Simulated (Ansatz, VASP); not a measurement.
## Cross-check of TiSn between VASP and Ansatz

Aim: how closely do two programs agree when they are given the same cell, functional and k mesh? The cell is generated by rule, not measured, and may not be a known phase. Of the first pair: The two relaxations start from unlike cells of this crystal (the structure described is Ansatz's start), so only their ends are compared.

Method: plane waves, with VASP 6.6.1 beside it; relaxation of cell and atoms at PBEsol, in Ansatz 0.2.0.

### Step 1. Starting point

Symmetry: P6_3/mmc, No. 194, hexagonal system. The conventional cell has a = 3.848 Å, b = 3.848 Å, c = 6.157 Å, α = 90.00°, β = 90.00°, γ = 120.00°. Nearest to Ti lie 6 Sn at 2.70 Å. Nearest to Sn lie 6 Ti at 2.70 Å. Farther neighbours are not listed.

### Step 2. VASP: relaxation of cell and atoms, PBEsol, pair 1

The relaxed volume is the usual yardstick between codes: in a stiff, nearly cubic crystal its relative difference is about their pressure difference at one cell divided by the bulk modulus.

Lines of VASP's logs that name or quote its potential files are left out, and so is its time.

File INCAR:

```
SYSTEM = TiSn
PREC = Accurate
ENCUT = 500
EDIFF = 1E-07
NELM = 120
ISMEAR = 0
SIGMA = 0.1
LREAL = .FALSE.
ALGO = Normal
GGA = PS
NBANDS = 32
LASPH = .TRUE.
LORBIT = 11
LWAVE = .FALSE.
LCHARG = .FALSE.
ISIF = 3
IBRION = 2
NSW = 80
EDIFFG = -0.005
GGA_COMPAT = .FALSE.
NELMIN = 4
KPAR = 2
```

File POSCAR:

```
TiSn
1.0
    3.7263721495      0.0000000215      0.0000000000
   -1.8631865404      3.2271328379      0.0000000000
    0.0000000000      0.0000000000      7.0489241519
Ti Sn
2 2
Direct
    0.0000000000      0.0000000000      0.0000000000
    0.0000000000      0.0000000000      0.5000000000
    0.3333334700      0.6666667667      0.2500000000
    0.6666667899      0.3333332333      0.7500000000
```

File KPOINTS:

```
Automatic mesh
0
Gamma
6 6 4
0 0 0
```

Potentials, in the order of the species: Ti_sv and Sn_d (PBE family, release 64).

On the command line:

```
$ mpirun -np 2 vasp_std
```

Numbers of over 12 decimals in the logs are rounded to 6 here.

Output:

```text
[banner, memory and clock lines left out]
running    2 mpi-ranks, on    1 nodes
 distrk:  each k-point on    1 cores,    2 groups
 distr:  one band on    1 cores,    1 groups

 POSCAR found type information on POSCAR TiSn
 POSCAR found :  2 types and       4 ions
|                                                                             |
|               ----> ADVICE to this user running VASP <----                  |
|                                                                             |
|     You enforced a specific xc type in the INCAR file but a different       |
|     [... a line on the potential file left out ...]
|     I HOPE YOU KNOW WHAT YOU ARE DOING!                                     |
|                                                                             |

 LDA part: xc-table for (Slater+PW92), standard interpolation
 POSCAR, INCAR and KPOINTS ok, starting setup
 FFT: planning ... GRIDC
 FFT: planning ... GRID_SOFT
 FFT: planning ... GRID
 WAVECAR not read
 entering main loop
       N       E                     dE             d eps       ncg     rms          rms(c)
DAV:   1     0.570312836637E+03    0.57031E+03   -0.26198E+04  1344   0.236E+03
DAV:   2     0.470039128983E+02   -0.52331E+03   -0.51649E+03  1344   0.603E+02
DAV:   3    -0.242100528976E+02   -0.71214E+02   -0.70404E+02  1928   0.203E+02
DAV:   4    -0.296290275991E+02   -0.54190E+01   -0.53836E+01  2000   0.498E+01
DAV:   5    -0.298738637629E+02   -0.24484E+00   -0.24480E+00  1904   0.825E+00    0.145E+01
DAV:   6    -0.262827992477E+02    0.35911E+01   -0.41520E+01  1640   0.355E+01    0.552E+00
DAV:   7    -0.257711213821E+02    0.51168E+00   -0.65714E+00  1656   0.173E+01    0.292E+00
DAV:   8    -0.257342573388E+02    0.36864E-01   -0.54535E-01  1720   0.546E+00    0.845E-01
DAV:   9    -0.257296744344E+02    0.45829E-02   -0.66320E-02  1752   0.197E+00    0.404E-01
DAV:  10    -0.257308269549E+02   -0.11525E-02   -0.94787E-03  1736   0.749E-01    0.814E-02
DAV:  11    -0.257306642705E+02    0.16268E-03   -0.23203E-03  1752   0.344E-01    0.662E-02
DAV:  12    -0.257306428325E+02    0.21438E-04   -0.28848E-04  1904   0.108E-01    0.103E-02
DAV:  13    -0.257306420602E+02    0.77235E-06   -0.10405E-05  1856   0.254E-02    0.440E-03
DAV:  14    -0.257306430703E+02   -0.10102E-05   -0.80933E-07  1528   0.742E-03    0.141E-03
DAV:  15    -0.257306428274E+02    0.24296E-06   -0.70013E-08   976   0.279E-03    0.326E-04
DAV:  16    -0.257306429131E+02   -0.85683E-07   -0.22306E-08   864   0.127E-03
   1 F= -.25730643E+02 E0= -.25725105E+02  d E =-.257306E+02
 curvature:   0.00 expect dE= 0.000E+00 dE for cont linesearch  0.000E+00
 trial: gam= 0.00000 g(F)=  0.119E-40 g(S)=  0.478E-04 ort = 0.000E+00 (trialstep = 0.100E+01)
 search vector abs. value=  0.478E-04
 bond charge predicted
       N       E                     dE             d eps       ncg     rms          rms(c)
DAV:   1    -0.257315121445E+02   -0.86932E-03   -0.21343E-02  1712   0.174E+00    0.211E-01
DAV:   2    -0.257308159747E+02    0.69617E-03   -0.49681E-03  1768   0.605E-01    0.710E-02
DAV:   3    -0.257306815382E+02    0.13444E-03   -0.67884E-04  1864   0.202E-01    0.379E-02
DAV:   4    -0.257306533349E+02    0.28203E-04   -0.19551E-04  1992   0.107E-01    0.176E-02
DAV:   5    -0.257306535076E+02   -0.17267E-06   -0.14302E-05  1752   0.275E-02    0.129E-02
DAV:   6    -0.257306542182E+02   -0.71063E-06   -0.47596E-06  1816   0.106E-02    0.740E-03
DAV:   7    -0.257306534040E+02    0.81419E-06   -0.25556E-06  1728   0.106E-02    0.131E-03
DAV:   8    -0.257306535064E+02   -0.10242E-06   -0.33780E-07  1288   0.373E-03    0.108E-03
DAV:   9    -0.257306533694E+02    0.13709E-06   -0.17827E-08   792   0.130E-03    0.199E-04
DAV:  10    -0.257306534121E+02   -0.42703E-07   -0.44338E-09   760   0.728E-04
   2 F= -.25730653E+02 E0= -.25725113E+02  d E =-.104990E-04
 trial-energy change:   -0.000010  1 .order   -0.000012   -0.000048    0.000024
 step:   0.6389(harm=  0.6621)  dis= 0.00000  next Energy=   -25.730658 (dE=-0.150E-04)
 bond charge predicted
       N       E                     dE             d eps       ncg     rms          rms(c)
DAV:   1    -0.257307690144E+02   -0.11565E-03   -0.27784E-03  1712   0.628E-01    0.761E-02
DAV:   2    -0.257306762544E+02    0.92760E-04   -0.64128E-04  1768   0.218E-01    0.256E-02
DAV:   3    -0.257306587265E+02    0.17528E-04   -0.87360E-05  1864   0.728E-02    0.136E-02
DAV:   4    -0.257306559159E+02    0.28106E-05   -0.25333E-05  2008   0.383E-02    0.635E-03
DAV:   5    -0.257306566591E+02   -0.74322E-06   -0.18747E-06  1672   0.992E-03    0.464E-03
DAV:   6    -0.257306575796E+02   -0.92055E-06   -0.62721E-07  1816   0.383E-03    0.271E-03
DAV:   7    -0.257306581375E+02   -0.55784E-06   -0.33061E-07  1336   0.396E-03    0.464E-04
DAV:   8    -0.257306580819E+02    0.55610E-07   -0.38430E-08   760   0.158E-03
   3 F= -.25730658E+02 E0= -.25725119E+02  d E =-.151688E-04
 curvature:  -0.33 expect dE=-0.279E-05 dE for cont linesearch -0.139E-07
 trial: gam= 0.14703 g(F)=  0.159E-40 g(S)=  0.845E-05 ort = 0.142E-05 (trialstep = 0.928E+00)
 search vector abs. value=  0.991E-05
 reached required accuracy - stopping structural energy minimisation
```

From OUTCAR (step 2):

```text
ion  position               nearest neighbor table
   1  0.000  0.000  0.000-   4 2.78   3 2.78   3 2.78   4 2.78   3 2.78   4 2.78
   2  0.000  0.000  0.500-   4 2.78   3 2.78   3 2.78   4 2.78   3 2.78   4 2.78
   3  0.333  0.667  0.250-   1 2.78   2 2.78   1 2.78   2 2.78   1 2.78   2 2.78
   4  0.667  0.333  0.750-   1 2.78   2 2.78   1 2.78   2 2.78   1 2.78   2 2.78

  LATTYP: Found a hexagonal cell.
 ALAT       =     3.7263721495
 C/A-ratio  =     1.8916318256

 Subroutine GETGRP returns: Found 24 space group operations
 (whereof 12 operations were pure point group operations)

The static configuration has the point symmetry D_3d.
 The point group associated with its full space group is D_6h.

 Found     21 irreducible k-points:

   k-points           NKPTS =     21   k-points in BZ     NKDIM =     21   number of bands    NBANDS=     32

   dimension x,y,z NGX =    28 NGY =   28 NGZ =   54
   dimension x,y,z NGXF=    56 NGYF=   56 NGZF=  108

   ENCUT  =  500.0 eV  36.75 Ry    6.06 a.u.   6.79  6.79 12.85*2*pi/ulx,y,z

   NELECT =      52.0000    total number of electrons

 k-points in reciprocal lattice and weights: Automatic mesh
   0.00000000  0.00000000  0.00000000       0.007
   0.16666667  0.00000000  0.00000000       0.042
   0.33333333 -0.00000000  0.00000000       0.042
   0.50000000 -0.00000000  0.00000000       0.021
   0.16666667  0.16666667  0.00000000       0.042
   0.33333333  0.16666667  0.00000000       0.083
   0.33333333  0.33333333  0.00000000       0.014
   0.00000000  0.00000000  0.25000000       0.014
   0.16666667  0.00000000  0.25000000       0.083
[...]
0.33333333  0.16666667  0.50000000       0.083
   0.33333333  0.33333333  0.50000000       0.014

 average (electrostatic) potential at core
       1 -72.5892       2 -72.5892       3 -97.6629       4 -97.6629

 E-fermi :   8.3669

 k-point     1 :       0.0000    0.0000    0.0000
  band No.  band energies     occupation
    ...
     20       0.6262      2.00000
     21       3.4259      2.00000
     22       7.4943      2.00000
     23       7.4943      2.00000
     24       7.5618      2.00000
     25       8.7290      0.00000
     26       8.7290      0.00000
     27       8.8699      0.00000
     28       8.8699      0.00000
     29       9.5530      0.00000
    ...

 k-point     2 :       0.1667    0.0000    0.0000
  band No.  band energies     occupation
    ...
     22       7.0034      2.00000
     23       7.5582      2.00000
     24       7.5875      2.00000
     25       8.0004      2.00000
     26       8.3216      1.47797
     27       8.6278      0.00022
     28       8.9461      0.00000
     29       9.0883      0.00000
     30       9.5416      0.00000
     31      10.3240      0.00000
    ...

 k-point     3 :       0.3333   -0.0000    0.0000
  band No.  band energies     occupation
    ...
     22       5.4430      2.00000
     23       6.4453      2.00000
     24       7.1135      2.00000
     25       7.4529      2.00000
     26       7.7709      2.00000
     27       8.7274      0.00000
     28       8.7701      0.00000
     29       9.3648      0.00000
     30       9.6117      0.00000
     31      10.3012      0.00000
    ...

  Total       -0.0166528     -0.0166528      0.0120952      0.0000000     -0.0000000      0.0000000
  in kB       -0.3145285     -0.3145285      0.2284471      0.0000000     -0.0000000      0.0000000
  external PRESSURE =      -0.1335366 kB  Pullay stress =       0.0000000 kB

  energy-cutoff  :      500.00
  volume of cell :       84.83
      direct lattice vectors                 reciprocal lattice vectors
     3.726874497  0.000000021 -0.000000000     0.268321350  0.154915448 -0.000000000
    -1.863437714  3.227567883  0.000000000    -0.000000002  0.309830818 -0.000000000
     0.000000000  0.000000000  7.052069647     0.000000000  0.000000000  0.141802343

 POSITION                                       TOTAL-FORCE (eV/Angst)
 -----------------------------------------------------------------------------------
      0.00000      0.00000      7.05207        -0.000000     -0.000000     -0.000000
     -0.00000      0.00000      3.52603        -0.000000     -0.000000     -0.000000
      0.00000      2.15171      1.76302        -0.000000     -0.000000     -0.000000
      1.86344      1.07586      5.28905         0.000000      0.000000      0.000000
 -----------------------------------------------------------------------------------
    total drift:                               -0.000445     -0.000000      0.000000

  FREE ENERGIE OF THE ION-ELECTRON SYSTEM (eV)
  ---------------------------------------------------
  free  energy   TOTEN  =       -25.7306580819 eV

  energy  without entropy=      -25.7195789649  energy(sigma->0) =      -25.72511852

 reached required accuracy - stopping structural energy minimisation

 total charge
# of ion       s       p       d       tot
------------------------------------------
    1        2.166   6.104   1.925  10.195
    2        2.166   6.104   1.925  10.195
    3        1.170   1.373   9.983  12.526
    4        1.170   1.373   9.983  12.526
--------------------------------------------------
tot          6.673  14.953  23.816  45.443

[... 3 further parts left out ...]
```

CONTCAR:

```
TiSn
   1.00000000000000
     3.7268744966727141    0.0000000214333120   -0.0000000000000000
    -1.8634377141093945    3.2275678833072967    0.0000000000000000
     0.0000000000000000    0.0000000000000000    7.0520696468556876
  Ti              Sn
     2     2
Direct
     0.0000000000000000    0.0000000000000000    1.0000000000000000
     0.0000000000000000    0.0000000000000000    0.5000000000000000
     0.3333334699999995    0.6666667666999970    0.2500000000000000
     0.6666667898999989    0.3333332333000030    0.7500000000000000
```

The k-mesh is coarse for a metal. The run keeps the 24 symmetry operations of its start, so it cannot find a distortion of lower symmetry.

### Step 3. Ansatz: relaxation of cell and atoms, PBEsol, pair 1

Ansatz runs on its default PAW (the set named soft_2) files.

Its own start cell and the same functional, mesh and smearing now go to Ansatz, which takes its cutoff from its data sets.

File input.yaml:

```yaml
crystal:
  lattice:
    - [3.84786, 0.0, 0.0]
    - [-1.92393, 3.33235, 0.0]
    - [0.0, 0.0, 6.15658]
  atoms:
    - { symbol: Ti, position: [0.0, 0.0, 0.0] }
    - { symbol: Ti, position: [0.0, 0.0, 0.5] }
    - { symbol: Sn, position: [0.333333, 0.666667, 0.25] }
    - { symbol: Sn, position: [0.666667, 0.333333, 0.75] }
kpoints:
  mp_grid: { grid: [6, 6, 4] }
hamiltonian:
  xc: pbesol
scf:
  occupations: { method: gaussian, width: 0.1 }
output:
  forces: true
  stress: true
  eigenvalues: true
relax:
  adjacent_minimum: "off"
  f_tol: 0.05
  max_steps: 80
  cell: { stress_tol: 0.5 }
```

On the command line:

```
$ ansatz run input.yaml --threads 4 --pin off --max-ram 7168MiB --backend cpu --events-out ev --progress --plain --runs-dir out
```

Output:

```text
Warning: the atoms were moved onto the symmetric positions of the space group found under crystal.symmetry.tolerance 1.0e-5 (fractional; no operation is sought that the atoms, as they stand in a round, miss by more than twice it, and no atom is moved by as much as it), and the run uses the moved positions. Before a round's move an operation carried an atom to 3.85e-6 Å from where it should land, the largest such dist [...]
The last accepted step is kept in <dir> (removed where the run ends without a failure and the disk answers)
Engine: ansatz 0.2.0, x86_64-unknown-linux-gnu
Pseudopotentials: kind: paw
Pseudopotential: Ti, paw, valence charge 12, recommended cutoff 420 eV (normal), Ti.paw.azcp
Pseudopotential: Sn, paw, valence charge 14, recommended cutoff 420 eV (normal), Sn.paw.azcp
Functional definition: PBEsol
  exchange = pbesol_x
  correlation = pbesol_c
Crystal: 4 atoms, lattice volume = 78.942 Å³
Basis set: ecut = 420 eV, 1557 PW (Γ), exchange–correlation on 54×54×90 points (8 copies of the dense FFT grid, shifted against one another)
Bands: 32, of which v1, the nominal top of the filled ones, is band 26 counted from 1 (25 counted from 0)
Symmetry: 24 space group operations
Space group: P63/mmc (ITA 194), of the structure as read, at distance tolerance 4.3e-5 Å
k-points: 21 of 144
Non-local potential: Ti, projectors of the file, l = 0: 3, l = 1: 2, l = 2: 3, l = 3: 1
Non-local potential: Sn, projectors of the file, l = 0: 2, l = 1: 2, l = 2: 2, l = 3: 2
PAW form: soft (Blöchl's): semilocal exchange-correlation on the pseudo side does not see the compensation charge
PAW frozen core: Ti, regenerated for the run's functional, and the local potential with it (the file was generated under x = pbe(κ = 0.804, μ = 0.219515), c = pbe(β = 0.066725))
PAW frozen core: Sn, regenerated for the run's functional, and the local potential with it (the file was generated under x = pbe(κ = 0.804, μ = 0.219515), c = pbe(β = 0.066725))
PAW one-centre angular grid: Ti, 590 points (default); XC on 64 Gauss nodes
PAW one-centre angular grid: Sn, 590 points (default); XC on 64 Gauss nodes
Initial density: superposition of atomic densities (neutral atoms: chi_scale 0, normalization atom), corrected by the library's trained network
[...]
Basis set: ecut = 420 eV, 1691 PW (Γ), exchange–correlation on 54×54×90 points (8 copies of the dense FFT grid, shifted against one another)
iter 1 solved again at ethr=2.29e-5 eV; its pass at ethr=3.10e-3 eV (dr2=1.19e-2 eV) is discarded
SCF iter   1: F=—  HF=-16847.880312 eV  |F-HF|=—  |Δ(HF+E_count)|=         —  Δρ=3.11e-3  dr2=1.18e-2  ethr=2.29e-5  ⟨swp⟩=1.8  Hψ=3637  notcnv=0
preconditioner: auto → Kerker (q_TF=auto, 2.508 Å⁻¹)  [metal: Δε(μ)=0.073 eV  Ē_g=13.981 eV  σ=0.100 eV  W_gap=0.37  n_scr=22 (ndim 8)  ℏωp=24.0 eV  f_vac=0.000  D(μ)=2.87/eV (n_scr^D=22)]
SCF iter   2: F=—  HF=-16847.878173 eV  |F-HF|=—  |Δ(HF+E_count)|=   2.14e-3  Δρ=1.66e-3  dr2=3.50e-3  ethr=2.27e-5  ⟨swp⟩=2.0  Hψ=749  notcnv=0
SCF iter   3: F=—  HF=-16847.877088 eV  |F-HF|=—  |Δ(HF+E_count)|=   1.09e-3  Δρ=4.42e-4  dr2=3.05e-4  ethr=6.74e-6  ⟨swp⟩=2.0  Hψ=831  notcnv=0
SCF iter   4: F=—  HF=-16847.876971 eV  |F-HF|=—  |Δ(HF+E_count)|=   1.17e-4  Δρ=1.04e-4  dr2=1.18e-5  ethr=5.87e-7  ⟨swp⟩=2.0  Hψ=839  notcnv=0
SCF iter   5: F=—  HF=-16847.876969 eV  |F-HF|=—  |Δ(HF+E_count)|=   1.34e-6  Δρ=2.95e-5  dr2=8.47e-7  ethr=2.27e-8  ⟨swp⟩=2.0  Hψ=814  notcnv=0
SCF iter   6: F=-16847.876969 eV  HF=-16847.876969 eV  |F-HF|=1.01e-8  |Δ(HF+E_count)|=   4.05e-8  Δρ=7.22e-6  dr2=4.90e-8  ethr=7.69e-10  ⟨swp⟩=6.1  Hψ=2567  notcnv=0
SCF 3 converged in 6 iterations: F = -16847.876969 eV  dr2 = 4.90e-8
relax step   3: F+E_penalty+E_count = -16847.87696921 eV  Δ(F+E_penalty+E_count) = -2.548e-2 eV  max|allowed force component| = 7.286e-17 eV/Å  Δτ_max = 0.0000 Å  P = +0.025 GPa  Ω = 86.203 Å³  energy of the carried Pulay correction = -1.476e-3 eV  (6 SCF iters, dr2 threshold 4.00e-7 eV, accepted)
[...]
relax step   4: F+E_penalty+E_count = -16847.88166212 eV  Δ(F+E_penalty+E_count) = -4.693e-3 eV  max|allowed force component| = 1.850e-16 eV/Å  Δτ_max = 0.0000 Å  P = +0.053 GPa  Ω = 85.852 Å³  energy of the carried Pulay correction = -1.395e-3 eV  (6 SCF iters, dr2 threshold 4.00e-7 eV, accepted)
[...]
relax step   5: F+E_penalty+E_count = -16847.88528173 eV  Δ(F+E_penalty+E_count) = -3.620e-3 eV  max|allowed force component| = 1.642e-16 eV/Å  Δτ_max = 0.0000 Å  P = +0.122 GPa  Ω = 85.852 Å³  stress off target by 3.47e-1 GPa  SCF on the basis re-selected at this cell (its energy is not comparable with the rows above)  (6 SCF iters)
basis re-selected at this cell: Δ(F+E_penalty+E_count) = -3.620e-3 eV, ΔP = +0.069 GPa vs the last step (what re-selecting the basis moved, of the pressure what is left beyond the Pulay correction that the steps carried, after the strain that the cell walked since its last selection, with what the two solves' SCF thresholds leave and, on support functions, any second-order correction that the steps lacked; it is no m [...]
SCF converged after 6 iterations
Free energy (F): -16847.885282 eV
Harris-Foulkes:  -16847.885282 eV  (|F-HF|=2.18e-11)
Internal energy: -16847.868694 eV  (E = F + TS)
E sigma→0 (E₀):  -16847.876988 eV
Entropy (-TS):   -0.016588 eV (-4.147 meV/atom)
Fermi energy:    11.869940 eV
--- Per-component energies (eV) ---
  E_band       = -471.287216
  E_kinetic    = 921.829482
  E_local      = -3392.700332  (includes V_loc(G=0)·N_el)
  E_nonlocal   = -39.889018
  E_hartree    = 1766.505788
  E_xc         = -952.562041
  E_vxc        = -438.085497  (∫ρ·V_xc dr)
  E_paw        = -10178.359660  (= ΣΔE_a)
  E_vpaw       = -1055.453914  (= ΣTr[D̂ρ^β])
  E_aug_tail   = 0.000229  (compensation charges beyond the density's cutoff)
  E_ewald      = -4973.541589
  E_core_change = 0.848448  (= ΣΔE_core)
  E_smearing   = -0.016588  (= −TS)
  E_closure    = -0.000000  (closes the sum)
  Σ components = -16847.885282   (vs F -16847.885282, Δ=0.00e0)
--- Forces (eV/Å), atoms counted from 1 ---
  atom   1  Ti     0.00000000    -0.00000000    -0.00000000
  atom   2  Ti     0.00000000    -0.00000000     0.00000000
  atom   3  Sn    -0.00000000     0.00000000     0.00000000
  atom   4  Sn     0.00000000    -0.00000000    -0.00000000
  max |Σ_I F_I| component: 2.78e-17 eV/Å
--- Stress (GPa, compression-positive) ---
        0.008855      -0.000000       0.000000
       -0.000000       0.008855      -0.000000
        0.000000      -0.000000       0.347291
  P = ⅓ Tr σ = 0.1217 GPa (1.217 kbar)
--- Band table (eV; the first three rows and the last of 21) ---
  k-point 0: bands = [... 22 lower, 10.7777, 11.1874, 12.2809, 12.2809, 12.2826, 12.2826, 13.1955, 13.1955, ... 2 higher]
  k-point 1: bands = [... 22 lower, 10.9487, 10.9505, 12.0008, 12.0008, 12.3733, 12.3733, 12.9635, 12.9635, ... 2 higher]
  k-point 2: bands = [... 22 lower, 11.4178, 11.4178, 11.4178, 11.4178, 12.6235, 12.6235, 12.6235, 12.6235, ... 2 higher]
  k-point 20: bands = [... 22 lower, 9.3770, 9.3770, 10.6410, 10.6410, 12.3189, 12.3189, 13.1390, 13.1390, ... 2 higher]
--- Relaxed structure (4 steps of the walk, 4 accepted, 1 SCFs on fresh bases) ---
  F+E_penalty+E_count = -16847.88528173 eV   max|allowed force component| = 1.642e-16 eV/Å   (the final SCF, on the basis selected at the relaxed cell)
  cell:  # Å, volume = 85.8523 Å³
    - [3.840619, 0, 0.0]
    - [-1.920309, 3.326073, 0.0]
    - [0, 0.0, 6.720766]
  atoms:
    - { symbol: Ti, position: [0, 0, 0] }
    - { symbol: Ti, position: [0, 0, 0.5] }
    - { symbol: Sn, position: [0.333333, 0.666667, 0.25] }
    - { symbol: Sn, position: [0.666667, 0.333333, 0.750000] }
```

[end of part 1 of 2]

[Lines on the potential files, build, host, timing and source positions are cut from VASP's logs without a mark.]

[Logs are printed without paths, hosts, clocks, repeated set-up lines and the standing remarks that a program may print on its own settings, such as how far it seeks lower states.]

[Hosts, paths, dates, database ids (printed as entryN), source tags and the programs' standing remarks are cut or masked in the printed files.]
